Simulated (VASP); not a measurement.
# Na11Au4O12 (a cell with a defect) in VASP: a series of runs, part 2 of 2

VASP 6.6.1. Earlier steps stand in the parts before.

## (4) Single point, PBEsol

INCAR

```
ALGO = Fast ; EDIFF = 1E-7
ENCUT = 520 ; GGA = PS
ISIF = 2 ; ISMEAR = -1
LASPH = True ; LCHARG = False
LREAL = Auto ; LWAVE = False
NBANDS = 116 ; NELM = 80
PREC = Accurate ; SIGMA = 0.05
```

KPOINTS

```
k-points
0
Gamma
  1 1 2
```

POSCAR

```
Na11Au4O12
1.0
    9.4310460000      0.0000000000      0.0000000000
    0.0000000000      9.4310460000      0.0000000000
    0.0000000000      0.0000000000      4.5537920000
Na Au O
11 4 12
Direct
    0.1248854051      0.6259326908      0.0000000000
    0.8747386027      0.6276292153      0.5000008784
    0.3566730562      0.6498430821      0.5000008784
    0.8375104946      0.8703594490      0.0000000000
    0.3920137809      0.8983733088      0.0000000000
    0.6218504289      0.8889469949      0.5000008784
    0.4132733527      0.1203153924      0.5000008784
    0.1410660069      0.1501636192      0.0000000000
    0.6408090895      0.3302072750      0.5000008784
    0.1263274508      0.3736913170      0.5000008784
    0.8458976873      0.3623670163      0.0000000000
    0.6154990655      0.6130603117      0.0000000000
    0.1155333141      0.8847056838      0.5000008784
    0.8860310935      0.1156393469      0.5000008784
    0.3832236636      0.3838386537      0.0000000000
    0.3993194392      0.5995835457      0.0000000000
    0.8212768764      0.6120636035      0.0000000000
    0.1140700618      0.6788748565      0.5000008784
    0.6116500757      0.8136425164      0.0000000000
    0.3216610331      0.8898058603      0.5000008784
    0.8990519185      0.8989246792      0.5000008784
    0.1012931121      0.1021837875      0.5000008784
    0.6919593012      0.1095212556      0.5000008784
    0.3815377425      0.1829701605      0.0000000000
    0.8870490081      0.3213747446      0.5000008784
    0.1766824168      0.3912821547      0.0000000000
    0.5981308966      0.3989801343      0.0000000000
```

Potentials or basis: VASP PAW PBE potentials, release 64 (Na_pv, Au, O).

On the command line:

```
> cat potpaw_PBE.64/Na_pv/POTCAR potpaw_PBE.64/Au/POTCAR potpaw_PBE.64/O/POTCAR > POTCAR
> mpirun -np 1 vasp_std > vasp.out
```

OUTCAR:

```text
EDIFF = 1E-7
   ENCUT = 520
   GGA = PS
   ISIF = 2
   ISMEAR = -1
   LASPH = True
   LREAL = Auto
   NELM = 80
   PREC = Accurate

 ion  position               nearest neighbor table
   1  0.125  0.626  0.000-  26 2.27  18 2.33  18 2.33
   2  0.875  0.628  0.500-  18 2.31  17 2.34  17 2.34
   3  0.357  0.650  0.500-  20 2.29  18 2.30  16 2.36  16 2.36  13 3.17
   4  0.838  0.870  0.000-  19 2.20  21 2.37  21 2.37
   5  0.392  0.898  0.000-  19 2.22  20 2.37  20 2.37
   6  0.622  0.889  0.500-  23 2.18
   7  0.413  0.120  0.500-  20 2.34  24 2.37  24 2.37
   8  0.141  0.150  0.000-  24 2.29  26 2.30  22 2.35  22 2.35  15 3.17
   9  0.641  0.330  0.500-  23 2.14  25 2.32  14 3.07
  10  0.126  0.374  0.500-  25 2.31  26 2.33  26 2.33
  11  0.846  0.362  0.000-  25 2.34  25 2.34  27 2.36  17 2.37
  12  0.615  0.613  0.000-  19 1.89  17 1.94  27 2.03  16 2.04  15 3.08
  13  0.116  0.885  0.500-  18 1.94  20 1.94  21 2.05  22 2.06  14 3.07   3 3.17
  14  0.886  0.116  0.500-  23 1.83  25 1.94  22 2.03  21 2.05  13 3.07   9 3.07
  15  0.383  0.384  0.000-  24 1.89  26 1.95  27 2.03  16 2.04  12 3.08   8 3.17
  16  0.399  0.600  0.000-  15 2.04  12 2.04   3 2.36   3 2.36
  17  0.821  0.612  0.000-  12 1.94   2 2.34   2 2.34  11 2.37
  18  0.114  0.679  0.500-  13 1.94   3 2.30   2 2.31   1 2.33   1 2.33
  19  0.612  0.814  0.000-  12 1.89   4 2.20   5 2.22
  20  0.322  0.890  0.500-  13 1.94   3 2.29   7 2.34   5 2.37   5 2.37
  21  0.899  0.899  0.500-  13 2.05  14 2.05   4 2.37   4 2.37
  22  0.101  0.102  0.500-  14 2.03  13 2.06   8 2.35   8 2.35
  23  0.692  0.110  0.500-  14 1.83   9 2.14   6 2.18
  24  0.382  0.183  0.000-  15 1.89   8 2.29   7 2.37   7 2.37
  25  0.887  0.321  0.500-  14 1.94  10 2.31   9 2.32  11 2.34  11 2.34
  26  0.177  0.391  0.000-  15 1.95   1 2.27   8 2.30  10 2.33  10 2.33
  27  0.598  0.399  0.000-  12 2.03  15 2.03  11 2.36

  LATTYP: Found a simple tetragonal cell.
 ALAT       =     9.4310460000
 C/A-ratio  =     0.4828512129

  Lattice vectors:

 A1 = (   9.4310460000,   0.0000000000,   0.0000000000)
 A2 = (   0.0000000000,   9.4310460000,   0.0000000000)
 A3 = (   0.0000000000,   0.0000000000,   4.5537920000)

Analysis of symmetry for initial positions (statically):
[... 189 lines left out ...]
   NGX = 35   NGY = 35   NGZ = 17

 number of electron     192.9999958 magnetization

 Free energy of the ion-electron system (eV)
  ---------------------------------------------------
  ext. energy  EPLUGINS =         0.00000000
  ---------------------------------------------------
  free energy    TOTEN  =      -120.61750595 eV

  energy without entropy =     -120.48990978  energy(sigma->0) =     -120.55370787

 E-fermi :   1.7157     XC(G=0):  -9.3079

 val. band max:        1.6784003831   @ k =   0.0000   0.0000   0.5000
 cond. band min:       3.8205710446   @ k =   0.0000   0.0000   0.0000
 fundamental gap:      2.1421706614
 Fermi energy:         1.7156587644

 k-point     1 :       0.0000    0.0000    0.0000
  band No.  band energies     occupation
      1     -20.6381      2.00000
      2     -20.5626      2.00000
      3     -20.5079      2.00000
      4     -20.4849      2.00000
      5     -20.4463      2.00000
      6     -20.3990      2.00000
[... 100 lines left out ...]
    107       7.3099      0.00000
    108       7.4465      0.00000

 k-point     2 :       0.0000    0.0000    0.5000
  band No.  band energies     occupation
      1     -20.6408      2.00000
      2     -20.5650      2.00000
      3     -20.5139      2.00000
      4     -20.5114      2.00000
      5     -20.4492      2.00000
      6     -20.4439      2.00000
[... 100 lines left out ...]
    107       6.8928      0.00000
    108       8.2603      0.00000
 [bands above 108 left out]

------------------------ aborting loop because EDIFF is reached ----------------------------------------

  FORCE on cell =-STRESS in cart. coord.  units (eV):
  Direction    XX          YY          ZZ          XY          YZ          ZX
  --------------------------------------------------------------------------------------
  -------------------------------------------------------------------------------------
  Total        8.4607848      9.4596211     -4.0235620     -0.9264512      0.0000000      0.0000000
  in kB       33.4678886     37.4189337    -15.9157962     -3.6647149      0.0000000      0.0000000
  external PRESSURE =      18.3236754 kB  Pullay stress =       0.0000000 kB

 VOLUME and BASIS-vectors are now :
 -----------------------------------------------------------------------------
  energy-cutoff  :      520.00
  volume of cell :      405.04
      direct lattice vectors                 reciprocal lattice vectors
     9.431046000  0.000000000  0.000000000     0.106032777  0.000000000  0.000000000
     0.000000000  9.431046000  0.000000000     0.000000000  0.106032777  0.000000000
     0.000000000  0.000000000  4.553792000     0.000000000  0.000000000  0.219597206

 POSITION                                       TOTAL-FORCE (eV/Angst)
 -----------------------------------------------------------------------------------
      1.17780      5.90320      0.00000        -0.033870     -0.006489      0.000000
      8.24970      5.91920      2.27690         0.056008     -0.010749      0.000000
      3.36380      6.12870      2.27690        -0.018241      0.031819      0.000000
      7.89860      8.20840      0.00000         0.213648     -0.086856      0.000000
      3.69710      8.47260      0.00000        -0.274356      0.018550      0.000000
      5.86470      8.38370      2.27690         0.088432     -0.385117      0.000000
[... 19 lines left out ...]
      1.66630      3.69020      0.00000        -0.472972     -0.016993      0.000000
      5.64100      3.76280      0.00000         0.126215     -0.140862      0.000000
 -----------------------------------------------------------------------------------
    total drift:                                0.017424      0.004103     -0.041639

  FREE ENERGIE OF THE ION-ELECTRON SYSTEM (eV)
  ---------------------------------------------------
  free  energy   TOTEN  =      -120.6175059540 eV

  energy  without entropy=     -120.4899097762  energy(sigma->0) =     -120.55370787
```

OSZICAR:

```text
N       E                     dE             d eps       ncg     rms          rms(c)
DAV:   1     0.262821822211E+04    0.26282E+04   -0.92067E+04   464   0.194E+03
DAV:   2     0.355111857307E+03   -0.22731E+04   -0.21869E+04   480   0.547E+02
DAV:   3    -0.111403174463E+03   -0.46652E+03   -0.44297E+03   544   0.234E+02
[... 14 lines left out ...]
RMM:  18    -0.120617504043E+03    0.59386E-04   -0.82533E-05   613   0.287E-02    0.152E-02
RMM:  19    -0.120617506058E+03   -0.20143E-05   -0.32625E-05   728   0.169E-02    0.912E-03
RMM:  20    -0.120617506080E+03   -0.22083E-07   -0.39779E-06   670   0.608E-03    0.632E-03
RMM:  21    -0.120617505951E+03    0.12825E-06   -0.20190E-06   528   0.383E-03    0.246E-03
RMM:  22    -0.120617505954E+03   -0.26303E-08   -0.38233E-07   489   0.200E-03
   1 F= -.12061751E+03 E0= -.12055371E+03  d E =-.127596E+00
```

Wall time 2.8 min (1 thread of Intel Xeon 6975P-C (Granite Rapids), shared host); peak memory 0.44 GiB.

Results:

```yaml
Free_energy: -120.6175 eV
Pressure: 1.8 GPa
Largest_force: 2.950 eV/Å
Band_gap_on_the_k_mesh: none (metal or under the smearing width)
```

Forces on the atoms (eV/Å):
```
Na  -0.034 -0.006  0.000
Na   0.056 -0.011  0.000
Na  -0.018  0.032  0.000
Na   0.214 -0.087  0.000
Na  -0.274  0.019  0.000
Na   0.088 -0.385  0.000
Na  -0.216  0.070  0.000
Na   0.129  0.003  0.000
Na  -0.056  0.515  0.000
Na  -0.150 -0.019  0.000
Na   0.065  0.143  0.000
Au  -0.688 -1.270  0.000
Au  -0.411  0.900  0.000
Au   2.595 -0.535  0.000
Au   0.266  1.225  0.000
O   -0.047  0.057  0.000
O    0.785 -0.034  0.000
O   -0.040 -0.720  0.000
O   -0.164  1.630  0.000
O    0.979  0.130  0.000
O    0.004 -0.133  0.000
O    0.023 -0.148  0.000
O   -2.928 -0.355  0.000
O    0.112 -1.628  0.000
O    0.058  0.765  0.000
O   -0.473 -0.017  0.000
O    0.126 -0.141  0.000
```

Stress tensor (GPa, compression positive):
```
 3.35 -0.37  0.00
-0.37  3.74  0.00
 0.00  0.00 -1.59
```

Caveat: the k mesh is coarse (spacing up to 0.69 Å⁻¹), so the values aren't converged; the PAW data sets were made with another functional, which shifts forces and pressure a little; an odd number of electrons without spin polarisation forces a metal; a magnetic or distorted state may lie lower. Spin-orbit coupling is left out, which matters for the levels of Au.
